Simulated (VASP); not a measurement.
A cell of InSe (space group C2/m) near equilibrium:

```yaml
crystal:
  lattice:
    - [5.87244, -2.05933, 0.09032]
    - [5.87244, 2.05933, 0.09032]
    - [-1.66440, 0.00000, 4.23873]
  atoms:
    - { symbol: In, position: [0.11427, 0.11427, 0.97136] }
    - { symbol: In, position: [0.88573, 0.88573, 0.02864] }
    - { symbol: Se, position: [0.34530, 0.34530, 0.36274] }
    - { symbol: Se, position: [0.65470, 0.65470, 0.63726] }
```

The numbers are results of PBEsol GGA, VASP's PBE PAW potentials (set 64) (plane waves; VASP), not measurements.

Without a dispersion term in the relaxation, distances and binding between the weakly bound layers, chains or molecules are unreliable, and so is what depends on them. Unless said otherwise, spin-orbit coupling is left out, though it shifts the bands of the heavy elements here.

```csv
run,ΔE (meV/atom),σxx,σyy,σzz,"largest shear component, with its sign (GPa)",largest force (eV/Å),gap (eV)
as it is,0.0,0.09,0.00,0.02,-0.01,0.009,0.79
after one change,1.7,-0.15,-0.43,-0.76,-0.17,0.280,0.75
```
Stress is in GPa, positive when the cell is compressed; gaps are those on the k-mesh, and 0.00 means metallic.

Task: Name the change that produced these shifts.
A) uniaxial strain of -4.0 % along z
B) atom 4 (Se) moved by -0.050 Å along z
C) uniaxial strain of -1.5 % along z
D) shear strain γ_xz = -3.0 %

Result: B, atom 4 (Se) moved by -0.050 Å along z

The structure comes from a computed database's InSe entry (C2/m); how it stands against other phases isn't given here.
